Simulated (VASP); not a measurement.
# ZrGeSe: which input changes matter, part 2 of 4

Which changes to a sound input spoil a run on ZrGeSe, which are harmless, and which give a warning? All runs use r2SCAN. The start is a cell from a database of measured crystal structures.

VASP 6.6.1, plane waves and PAW; the level of theory is named at each step.

So far. Step 2 (Reference run): The pressure is 3.25 GPa and the largest force 0.622 eV/Å, so the cell is not at a minimum at these settings.

The database entry behind the starting cell differs from later determinations by our own check (about 0.4 % short), so it need not match the best structure at ambient conditions.

## Step 3: Total energy, forces and stress (r2SCAN) with a changed input

Level of this step: r2SCAN; plane waves and PAW (Zr_sv, Ge_d, Se) (VASP).

A single point gives energy, forces and stress at these settings. Some settings are moved from the usual, to see what they do.

Contents of INCAR:

```
SYSTEM = ZrGeSe
PREC = Medium
ENCUT = 410
EDIFF = 1E-06
NELM = 100
ISMEAR = -1
SIGMA = 0.05
LREAL = .FALSE.
ALGO = All
METAGGA = R2SCAN
LASPH = .TRUE.
NBANDS = 39
LORBIT = 11
LWAVE = .FALSE.
LCHARG = .FALSE.
KPAR = 4
ISIF = 2
```

Contents of POSCAR:

```
ZrGeSe
1.0
    3.6900000000      0.0000000000      0.0000000000
    0.0000000000      3.6900000000      0.0000000000
    0.0000000000      0.0000000000      8.2400000000
Zr Ge Se
2 2 2
Direct
    0.0000000000      0.5000000000      0.2680000000
    0.5000000000      0.0000000000      0.7320000000
    0.0000000000      0.0000000000      0.0000000000
    0.5000000000      0.5000000000      0.0000000000
    0.0000000000      0.5000000000      0.6180000000
    0.5000000000      0.0000000000      0.3820000000
```

Contents of KPOINTS:

```
Automatic mesh
0
Gamma
6 6 3
0 0 0
```

PAW data sets: Zr_sv, Ge_d and Se (PBE family, release 64).

Launch:

```
$ mpirun -np 4 vasp_std
```

The program printed:

```text
[banner, memory and clock lines left out]
running    4 mpi-ranks, on    1 nodes
 distrk:  each k-point on    1 cores,    4 groups
 distr:  one band on    1 cores,    1 groups

 POSCAR found type information on POSCAR ZrGeSe
 POSCAR found :  3 types and       6 ions
 [... a notice as in an earlier step ...]

 LDA part: xc-table for (None), standard interpolation
 POSCAR, INCAR and KPOINTS ok, starting setup
 FFT: planning ... GRIDC
 FFT: planning ... GRID_SOFT
 FFT: planning ... GRID
 WAVECAR not read
 entering main loop
       N       E                     dE             d eps       ncg     rms           ort
DAV:   1     0.619824644274E+03    0.61982E+03   -0.28051E+04   780   0.315E+03
DAV:   2    -0.241671020247E+01   -0.62224E+03   -0.59769E+03   780   0.850E+02
DAV:   3    -0.116580416318E+03   -0.11416E+03   -0.10992E+03   780   0.204E+02
DAV:   4    -0.126586390203E+03   -0.10006E+02   -0.99173E+01   780   0.597E+01
DAV:   5    -0.127146269687E+03   -0.55988E+00   -0.55882E+00   780   0.119E+01
SDA:   6    -0.103332413178E+03    0.23814E+02   -0.55882E+00   780   0.270E+02   0.000E+00
 gam= 0.000 g(H,U,f)=  0.193E+02 0.762E+01 0.142E+00 ort(H,U,f) = 0.000E+00 0.000E+00 0.000E+00
 gam= 0.000 trial= 0.400  step=  0.3111 mean=  0.4000
CGA:   7    -0.107629879714E+03   -0.42975E+01   -0.42074E+01   780   0.304E+01  -0.464E+00
 gam= 0.112 g(H,U,f)=  0.258E+01 0.463E+00 0.646E-03 ort(H,U,f) =-0.159E+01 0.112E+01 0.228E-02
 gam= 0.112 trial= 0.391  step=  0.5411 mean=  0.3911
CGA:   8    -0.108432902993E+03   -0.80302E+00   -0.80833E+00   780   0.101E+01  -0.530E-01
 gam= 0.331 g(H,U,f)=  0.970E+00 0.343E-01 0.506E-03 ort(H,U,f) =-0.124E+00 0.706E-01 0.783E-03
 gam= 0.331 trial= 0.406  step=  0.4825 mean=  0.4061
CGA:   9    -0.108671168857E+03   -0.23827E+00   -0.23829E+00   780   0.413E+00   0.120E-02
 gam= 0.411 g(H,U,f)=  0.394E+00 0.188E-01 0.100E-03 ort(H,U,f) = 0.133E-02-0.158E-03 0.243E-04
 gam= 0.411 trial= 0.414  step=  0.5789 mean=  0.4138
CGA:  10    -0.108791116129E+03   -0.11995E+00   -0.11973E+00   780   0.159E+00   0.203E-02
 gam= 0.385 g(H,U,f)=  0.152E+00 0.705E-02 0.595E-04 ort(H,U,f) = 0.152E-02 0.552E-03-0.379E-04
 gam= 0.385 trial= 0.430  step=  0.6752 mean=  0.4303
CGA:  11    -0.108845094563E+03   -0.53978E-01   -0.53970E-01   780   0.799E-01  -0.400E-04
 gam= 0.502 g(H,U,f)=  0.778E-01 0.209E-02 0.310E-04 ort(H,U,f) = 0.902E-04-0.145E-03 0.148E-04
 gam= 0.502 trial= 0.455  step=  0.5964 mean=  0.4548
CGA:  12    -0.108868924070E+03   -0.23830E-01   -0.23823E-01   780   0.374E-01   0.492E-04
 gam= 0.468 g(H,U,f)=  0.356E-01 0.179E-02 0.124E-04 ort(H,U,f) =-0.622E-03 0.674E-03-0.332E-05
 gam= 0.468 trial= 0.469  step=  0.6284 mean=  0.4689
CGA:  13    -0.108880686446E+03   -0.11762E-01   -0.11760E-01   780   0.129E-01   0.256E-04
 gam= 0.344 g(H,U,f)=  0.121E-01 0.780E-03 0.779E-05 ort(H,U,f) =-0.123E-03 0.157E-03-0.852E-05
 gam= 0.344 trial= 0.485  step=  0.7819 mean=  0.4849
CGA:  14    -0.108885709802E+03   -0.50234E-02   -0.50339E-02   780   0.605E-02  -0.652E-04
 gam= 0.470 g(H,U,f)=  0.577E-02 0.273E-03 0.277E-05 ort(H,U,f) =-0.551E-03 0.483E-03 0.316E-05
 gam= 0.470 trial= 0.515  step=  0.7275 mean=  0.5146
CGA:  15    -0.108887893986E+03   -0.21842E-02   -0.21892E-02   780   0.320E-02  -0.416E-04
 gam= 0.529 g(H,U,f)=  0.306E-02 0.136E-03 0.186E-05 ort(H,U,f) =-0.141E-03 0.969E-04 0.207E-05
 gam= 0.529 trial= 0.536  step=  0.7920 mean=  0.5359
CGA:  16    -0.108889150879E+03   -0.12569E-02   -0.12594E-02   780   0.163E-02  -0.171E-04
 gam= 0.509 g(H,U,f)=  0.152E-02 0.110E-03 0.447E-06 ort(H,U,f) = 0.853E-04-0.104E-03 0.139E-05
 gam= 0.509 trial= 0.561  step=  0.8385 mean=  0.5615
CGA:  17    -0.108889831182E+03   -0.68030E-03   -0.68022E-03   780   0.102E-02   0.159E-05
 gam= 0.623 g(H,U,f)=  0.944E-03 0.717E-04 0.327E-06 ort(H,U,f) = 0.775E-04-0.751E-04-0.740E-06
 gam= 0.623 trial= 0.589  step=  0.8157 mean=  0.5892
CGA:  18    -0.108890246283E+03   -0.41510E-03   -0.41491E-03   780   0.681E-03   0.147E-05
 gam= 0.670 g(H,U,f)=  0.602E-03 0.779E-04 0.685E-06 ort(H,U,f) = 0.180E-04-0.158E-04-0.715E-06
 gam= 0.670 trial= 0.612  step=  0.8087 mean=  0.6118
CGA:  19    -0.108890520293E+03   -0.27401E-03   -0.27573E-03   780   0.472E-03  -0.175E-04
 gam= 0.693 g(H,U,f)=  0.424E-03 0.472E-04 0.479E-06 ort(H,U,f) =-0.746E-05-0.101E-04 0.122E-07
 gam= 0.693 trial= 0.632  step=  0.6765 mean=  0.6315
CGA:  20    -0.108890675778E+03   -0.15549E-03   -0.15556E-03   780   0.218E-03  -0.344E-05
 gam= 0.461 g(H,U,f)=  0.206E-03 0.120E-04 0.197E-06 ort(H,U,f) = 0.373E-05-0.729E-05 0.111E-06
 gam= 0.461 trial= 0.636  step=  0.7921 mean=  0.6360
CGA:  21    -0.108890760844E+03   -0.85066E-04   -0.85588E-04   780   0.111E-03  -0.670E-05
 gam= 0.510 g(H,U,f)=  0.104E-03 0.667E-05 0.829E-08 ort(H,U,f) =-0.209E-05-0.465E-05 0.377E-07
 gam= 0.510 trial= 0.652  step=  0.7797 mean=  0.6516
CGA:  22    -0.108890802685E+03   -0.41842E-04   -0.41929E-04   780   0.645E-04  -0.138E-05
 gam= 0.581 g(H,U,f)=  0.606E-04 0.383E-05 0.305E-07 ort(H,U,f) = 0.200E-05-0.332E-05-0.633E-07
 gam= 0.581 trial= 0.664  step=  0.9263 mean=  0.6644
CGA:  23    -0.108890831875E+03   -0.29190E-04   -0.29487E-04   780   0.497E-04  -0.226E-05
 gam= 0.771 g(H,U,f)=  0.468E-04 0.284E-05 0.454E-07 ort(H,U,f) =-0.232E-05 0.660E-07-0.113E-07
 gam= 0.771 trial= 0.691  step=  0.8104 mean=  0.6906
CGA:  24    -0.108890851464E+03   -0.19589E-04   -0.19437E-04   780   0.306E-04   0.256E-05
 gam= 0.615 g(H,U,f)=  0.281E-04 0.248E-05 0.271E-07 ort(H,U,f) = 0.349E-05-0.930E-06-0.331E-09
 gam= 0.615 trial= 0.703  step=  0.8216 mean=  0.7026
CGA:  25    -0.108890864732E+03   -0.13268E-04   -0.13214E-04   780   0.187E-04   0.900E-06
 gam= 0.611 g(H,U,f)=  0.173E-04 0.136E-05 0.948E-08 ort(H,U,f) = 0.224E-05-0.134E-05 0.370E-08
 gam= 0.611 trial= 0.714  step=  0.8258 mean=  0.7145
CGA:  26    -0.108890872751E+03   -0.80192E-05   -0.79512E-05   780   0.122E-04   0.120E-05
 gam= 0.652 g(H,U,f)=  0.115E-04 0.716E-06 0.806E-09 ort(H,U,f) = 0.164E-05-0.438E-06-0.265E-08
 gam= 0.652 trial= 0.726  step=  0.9421 mean=  0.7256
CGA:  27    -0.108890878875E+03   -0.61234E-05   -0.61164E-05   780   0.974E-05   0.639E-07
 gam= 0.798 g(H,U,f)=  0.910E-05 0.633E-06 0.550E-08 ort(H,U,f) = 0.331E-06-0.260E-06-0.667E-08
 gam= 0.798 trial= 0.747  step=  0.8801 mean=  0.7473
CGA:  28    -0.108890883262E+03   -0.43876E-05   -0.43080E-05   780   0.649E-05   0.121E-05
 gam= 0.667 g(H,U,f)=  0.616E-05 0.322E-06 0.515E-08 ort(H,U,f) = 0.134E-05-0.128E-06-0.123E-08
 gam= 0.667 trial= 0.761  step=  0.8667 mean=  0.7606
CGA:  29    -0.108890886465E+03   -0.32030E-05   -0.31630E-05   780   0.420E-05   0.754E-06
 gam= 0.646 g(H,U,f)=  0.403E-05 0.167E-06 0.214E-08 ort(H,U,f) = 0.883E-06-0.128E-06-0.237E-10
 gam= 0.646 trial= 0.771  step=  0.8180 mean=  0.7712
CGA:  30    -0.108890888394E+03   -0.19286E-05   -0.19157E-05   780   0.291E-05   0.572E-06
 gam= 0.694 g(H,U,f)=  0.281E-05 0.104E-06 0.277E-09 ort(H,U,f) = 0.656E-06-0.837E-07-0.299E-09
 gam= 0.694 trial= 0.776  step=  1.1629 mean=  0.7759
CGA:  31    -0.108890890251E+03   -0.18573E-05   -0.19233E-05   780   0.346E-05  -0.347E-06
 gam= 1.190 g(H,U,f)=  0.340E-05 0.611E-07 0.329E-09 ort(H,U,f) =-0.330E-06-0.168E-07-0.652E-09
 gam= 1.190 trial= 0.815  step=  0.8788 mean=  0.8146
CGA:  32    -0.108890891599E+03   -0.13474E-05   -0.13403E-05   780   0.267E-05   0.217E-06
 gam= 0.770 g(H,U,f)=  0.263E-05 0.396E-07 0.122E-08 ort(H,U,f) = 0.231E-06-0.130E-07-0.105E-08
 gam= 0.770 trial= 0.821  step=  0.9115 mean=  0.8210
CGA:  33    -0.108890892903E+03   -0.13044E-05   -0.12914E-05   780   0.182E-05   0.289E-06
 gam= 0.683 g(H,U,f)=  0.178E-05 0.419E-07 0.117E-08 ort(H,U,f) = 0.310E-06-0.208E-07 0.276E-09
 gam= 0.683 trial= 0.830  step=  0.7315 mean=  0.8300
CGA:  34    -0.108890893636E+03   -0.73311E-06   -0.73820E-06   780   0.136E-05   0.955E-07
 gam= 0.749 g(H,U,f)=  0.133E-05 0.308E-07 0.397E-09 ort(H,U,f) = 0.877E-07 0.712E-08 0.742E-09
 gam= 0.749 trial= 0.820  step=  0.7368 mean=  0.8202
 final diagonalization occupied
   1 F= -.10889089E+03 E0= -.10888746E+03  d E =-.687487E-02
```

It took 2.7 min on 4 MPI ranks of Intel Xeon Platinum 8259CL at 2.50GHz (Skylake/Cascade Lake), shared host; peak memory 0.82 GiB.

From OUTCAR (step 3):

```text
 Found     20 irreducible k-points:

   dimension x,y,z NGX =    18 NGY =   18 NGZ =   42
   dimension x,y,z NGXF=    28 NGYF=   28 NGZF=   64

   NELECT =      64.0000    total number of electrons

 E-fermi :   8.7939

 k-point     1 :       0.0000    0.0000    0.0000
  band No.  band energies     occupation
    ...
     29       6.5604      2.00000
     30       6.8560      2.00000
     31       6.8560      2.00000
     32       7.7750      2.00000
     33       8.6099      1.95076
     34       9.2781      0.00012
     35       9.9892      0.00000
     36      10.1323      0.00000
     37      10.1323      0.00000
     38      10.1562      0.00000
    ...

 k-point     2 :       0.1667    0.0000    0.0000
  band No.  band energies     occupation
    ...
     28       6.2163      2.00000
     29       6.2672      2.00000
     30       6.9837      2.00000
     31       7.3043      2.00000
     32       7.7717      2.00000
     33       9.3768      0.00002
     34       9.5650      0.00000
     35       9.6426      0.00000
     36      10.0296      0.00000
     37      10.3038      0.00000
    ...

  Total        2.8396560      2.8396560      1.4761994      0.0000000      0.0000000      0.0000000
  in kB       40.5505148     40.5505148     21.0802459      0.0000000      0.0000000      0.0000000
  external PRESSURE =      34.0604252 kB  Pullay stress =       0.0000000 kB

 POSITION                                       TOTAL-FORCE (eV/Angst)
 -----------------------------------------------------------------------------------
      0.00000      1.84500      2.20832         0.000000     -0.000000     -0.633286
      1.84500      0.00000      6.03168        -0.000000      0.000000      0.633286
      0.00000      0.00000      0.00000         0.000000      0.000000      0.000000
      1.84500      1.84500      0.00000        -0.000000      0.000000      0.000000
      0.00000      1.84500      5.09232         0.000000      0.000000      0.195596
      1.84500      0.00000      3.14768         0.000000     -0.000000     -0.195596
 -----------------------------------------------------------------------------------
    total drift:                                0.000000      0.000000      0.000000

  FREE ENERGIE OF THE ION-ELECTRON SYSTEM (eV)
  ---------------------------------------------------
  free  energy   TOTEN  =      -108.8908936361 eV

  energy  without entropy=     -108.8840187645  energy(sigma->0) =     -108.88745620

 total charge
# of ion       s       p       d       tot
------------------------------------------
    1        2.138   5.985   1.574   9.697
    2        2.138   5.985   1.574   9.697
    3        1.113   1.313  10.041  12.467
    4        1.113   1.313  10.041  12.467
    5        1.443   2.514   0.045   4.002
    6        1.443   2.514   0.045   4.002
--------------------------------------------------
tot          9.387  19.624  23.322  52.333

[... 8 parts as in an earlier step ...]

[... 5 further parts left out ...]
```

The run converged, and its energy and pressure stay near those of the sound run.

Against the sound run on this cell (reference run) the energy at zero smearing moves by -0.0 meV an atom and the pressure by +0.16 GPa.

Settings moved from the usual: PREC = Medium and ALGO = All.

PREC = Medium changes the FFT grids. ALGO acts on the way to self-consistency or on speed; a fully converged result doesn't depend on them, though slow mixing can meet EDIFF with the stress still off.

## Step 4: Total energy, forces and stress (r2SCAN) with a changed input, try 2

This step: r2SCAN, spin-polarised from a ferromagnetic start; plane waves and PAW (Zr_sv, Ge_d, Se) (VASP 6.6.1).

This run is made with a changed input; what comes of it follows.

Contents of INCAR:

```
SYSTEM = ZrGeSe
PREC = Accurate
ENCUT = 410
EDIFF = 1E-06
NELM = 95
ISMEAR = -1
SIGMA = 0.05
LREAL = .FALSE.
ALGO = Normal
METAGGA = R2SCAN
LASPH = .TRUE.
NBANDS = 39
LORBIT = 11
LWAVE = .FALSE.
LCHARG = .FALSE.
KPAR = 4
ISIF = 2
ISPIN = 2
MAGMOM = 1.0 1.0 1.0 1.0 1.0
```

POSCAR is that of step 3.

KPOINTS is that of step 3.

Launch:

```
$ mpirun -np 4 vasp_std
```

The program printed:

```text
running    4 mpi-ranks, on    1 nodes
[...]
-----------------------------------------------------------------------------
|                                                                             |
|     EEEEEEE  RRRRRR   RRRRRR   OOOOOOO  RRRRRR      ###     ###     ###     |
|     E        R     R  R     R  O     O  R     R     ###     ###     ###     |
|     E        R     R  R     R  O     O  R     R     ###     ###     ###     |
|     EEEEE    RRRRRR   RRRRRR   O     O  RRRRRR       #       #       #      |
|     E        R   R    R   R    O     O  R   R                               |
|     E        R    R   R    R   O     O  R    R      ###     ###     ###     |
|     EEEEEEE  R     R  R     R  OOOOOOO  R     R     ###     ###     ###     |
|                                                                             |
|     ERROR: You have set 5 value(s) for MAGMOM; however for                  |
|     spin-polarized calculations (ISPIN=2), MAGMOM has to be a list of       |
|     NIONS values. NIONS=6 in your calculation.                              |
|                                                                             |
|       ---->  I REFUSE TO CONTINUE WITH THIS SICK JOB ... BYE!!! <----       |
|                                                                             |
 -----------------------------------------------------------------------------

1
1
1
1
```

Wall time 4.8 s (4 MPI ranks).

VASP stopped before it finished a first electronic cycle.

VASP's message: “ERROR: You have set 5 value(s) for MAGMOM; however for spin-polarized calculations (ISPIN=2), MAGMOM has to be a list of”. No number of this run is used.

The fault in the input: wrong count of starting moments (ISPIN = 2 and MAGMOM = "1.0 1.0 1.0 1.0 1.0"). MAGMOM needs one number an atom.

## Step 5: Self-consistent run (r2SCAN) with a changed input

This step: r2SCAN; plane waves and PAW (Zr_sv, Ge_d, Se) (VASP 6.6.1).

A single point gives energy, forces and stress at these settings. Some settings are moved from the usual, to see what they do.

Contents of INCAR:

```
SYSTEM = ZrGeSe
PREC = Accurate
ENCUT = 410
EDIFF = 1E-06
NELM = 100
ISMEAR = -1
SIGMA = 0.05
LREAL = Auto
ALGO = Normal
METAGGA = R2SCAN
LASPH = .TRUE.
NBANDS = 44
LORBIT = 11
LWAVE = .FALSE.
LCHARG = .FALSE.
KPAR = 4
ISIF = 2
```

POSCAR is that of step 4.

KPOINTS is that of step 4.

Launch:

```
$ mpirun -np 4 vasp_std
```

The program printed:

```text
[banner, memory and clock lines left out]
running    4 mpi-ranks, on    1 nodes
 distrk:  each k-point on    1 cores,    4 groups
 distr:  one band on    1 cores,    1 groups

 POSCAR found type information on POSCAR ZrGeSe
 POSCAR found :  3 types and       6 ions
|                                                                             |
|               ----> ADVICE to this user running VASP <----                  |
|                                                                             |
|     You have a (more or less) 'small supercell' and for smaller cells       |
|     it is recommended to use the reciprocal-space projection scheme!        |
|     The real-space optimization is not efficient for small cells and it     |
|     is also less accurate ...                                               |
|     Therefore, set LREAL=.FALSE. in the INCAR file.                         |
|                                                                             |

 [... a notice as in an earlier step ...]

 LDA part: xc-table for (None), standard interpolation
 POSCAR, INCAR and KPOINTS ok, starting setup
 FFT: planning ... GRIDC
 FFT: planning ... GRID_SOFT
 FFT: planning ... GRID
 WAVECAR not read
 entering main loop
       N       E                     dE             d eps       ncg     rms          rms(c)
DAV:   1     0.609042944044E+03    0.60904E+03   -0.26610E+04  2312   0.268E+03
DAV:   2    -0.411760377037E+01   -0.61316E+03   -0.57852E+03  1816   0.777E+02
DAV:   3    -0.116485620935E+03   -0.11237E+03   -0.10795E+03  2296   0.184E+02
DAV:   4    -0.126668705811E+03   -0.10183E+02   -0.10023E+02  2688   0.550E+01
DAV:   5    -0.127147044640E+03   -0.47834E+00   -0.47677E+00  2656   0.999E+00    0.215E+01
DAV:   6    -0.108693784558E+03    0.18453E+02   -0.92961E+00  2848   0.309E+01    0.649E+00
DAV:   7    -0.108854077547E+03   -0.16029E+00   -0.16002E+00  2240   0.672E+00    0.242E+00
DAV:   8    -0.108885855980E+03   -0.31778E-01   -0.98201E-02  2448   0.268E+00    0.102E+00
DAV:   9    -0.108890053150E+03   -0.41972E-02   -0.17142E-02  2284   0.840E-01    0.208E-01
DAV:  10    -0.108891103582E+03   -0.10504E-02   -0.24644E-03  2460   0.320E-01    0.133E-01
DAV:  11    -0.108891386606E+03   -0.28302E-03   -0.37829E-04  2244   0.121E-01    0.209E-02
DAV:  12    -0.108891391994E+03   -0.53880E-05   -0.35620E-05  2156   0.438E-02    0.928E-03
DAV:  13    -0.108891390357E+03    0.16371E-05   -0.46312E-06  2056   0.159E-02    0.326E-03
DAV:  14    -0.108891389890E+03    0.46756E-06   -0.38998E-07  1104   0.531E-03
   1 F= -.10889139E+03 E0= -.10888795E+03  d E =-.687886E-02
```

Elapsed: 65 s, on 4 MPI ranks; peak memory 0.79 GiB; 4 min of CPU time.

OUTCAR, selected parts (step 5):

```text
 Found     20 irreducible k-points:

   k-points           NKPTS =     20   k-points in BZ     NKDIM =     20   number of bands    NBANDS=     44

   NELECT =      64.0000    total number of electrons

 E-fermi :   8.7940

 k-point     1 :       0.0000    0.0000    0.0000
  band No.  band energies     occupation
    ...
     29       6.5608      2.00000
     30       6.8560      2.00000
     31       6.8560      2.00000
     32       7.7754      2.00000
     33       8.6106      1.95028
     34       9.2779      0.00013
     35       9.9892      0.00000
     36      10.1321      0.00000
     37      10.1321      0.00000
     38      10.1562      0.00000
    ...

 k-point     2 :       0.1667    0.0000    0.0000
  band No.  band energies     occupation
    ...
     28       6.2163      2.00000
     29       6.2672      2.00000
     30       6.9840      2.00000
     31       7.3044      2.00000
     32       7.7722      2.00000
     33       9.3770      0.00002
     34       9.5648      0.00000
     35       9.6423      0.00000
     36      10.0298      0.00000
     37      10.3038      0.00000
    ...

  Total        2.6942911      2.6942911      1.4241935      0.0000000      0.0000000     -0.0000000
  in kB       38.4746923     38.4746923     20.3375970      0.0000000      0.0000000     -0.0000000
  external PRESSURE =      32.4289939 kB  Pullay stress =       0.0000000 kB

 POSITION                                       TOTAL-FORCE (eV/Angst)
 -----------------------------------------------------------------------------------
      0.00000      1.84500      2.20832         0.000000      0.000000     -0.621488
      1.84500      0.00000      6.03168         0.000000     -0.000000      0.621488
      0.00000      0.00000      0.00000         0.000000     -0.000000      0.000000
      1.84500      1.84500      0.00000         0.000000      0.000000      0.000000
      0.00000      1.84500      5.09232         0.000000     -0.000000      0.204680
      1.84500      0.00000      3.14768        -0.000000     -0.000000     -0.204680
 -----------------------------------------------------------------------------------
    total drift:                                0.000000     -0.000000     -0.000000

  FREE ENERGIE OF THE ION-ELECTRON SYSTEM (eV)
  ---------------------------------------------------
  free  energy   TOTEN  =      -108.8913898898 eV

  energy  without entropy=     -108.8845110323  energy(sigma->0) =     -108.88795046

[... 11 parts as in an earlier step ...]

[... 3 further parts left out ...]
```

Empty bands beyond the smearing tail don't enter the ground state, so NBANDS mostly costs time.

This step gave:

```yaml
scf_cycles: 14
bands: 44
free_energy_toten: -108.8914 eV
energy_at_zero_smearing: -108.8880 eV
pressure: 3.243 GPa
```

Force by atom:

```csv
atom,x (eV/Å),y (eV/Å),z (eV/Å),size
Zr1,0.000,0.000,-0.621,0.621
Zr2,0.000,0.000,0.621,0.621
Ge3,0.000,0.000,0.000,0.000
Ge4,0.000,0.000,0.000,0.000
Se5,0.000,0.000,0.205,0.205
Se6,0.000,0.000,-0.205,0.205
```

Against the reference run the energy at zero smearing moves by -0.12 meV an atom and the pressure by -0.01 GPa.

(Continued in part 3 of 4.)

[Lines on the potential files, build, host, timing and source positions are cut from VASP's logs without a mark.]

[Logs are printed without paths, hosts, clocks, repeated set-up lines and the standing remarks that a program may print on its own settings, such as how far it seeks lower states.]

[Hosts, paths, dates, database ids (printed as entryN), source tags and the programs' standing remarks are cut or masked in the printed files.]

[A measured line is paired with the nearest computed mode of its activity, which favours agreement.]

[In band tables of VASP the shares of atoms and orbitals are scaled to a sum of 1 inside the atoms' spheres.]
